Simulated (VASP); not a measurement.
Here is the system:

```
CELL_PARAMETERS angstrom
      0.00000     2.86393     2.86393
      2.86393     0.00000     2.86393
      2.86393     2.86393     0.00000
ATOMIC_POSITIONS crystal
  Pd 0.75000 0.75000 0.75000
  Pd 0.50000 0.50000 0.50000
```

Level of theory: r2SCAN meta-GGA with spin-orbit coupling, VASP's PBE PAW potentials (set 64) (plane waves; VASP). Run with 400 eV cut-off, 10×10×10 Γ-centred mesh, Gaussian smearing of 0.050 eV, potentials Pd.

Task: What does the run give for the energy per atom (σ→0), band gap (over mesh and band path) with the smallest direct gap where there is one?

Result: 
```json
{
  "band gap (over mesh and band path)": "none (metal, semimetal or under 0.01 eV)",
  "energy per atom (σ→0)": "-21.777 eV/atom"
}
```

The absolute energy has meaning only against runs of the same code, potentials and settings.

The structure was generated: Pd was put into the diamond type (Fd-3m), which need not be its known phase. It was relaxed first, which changed the volume by +24 %.
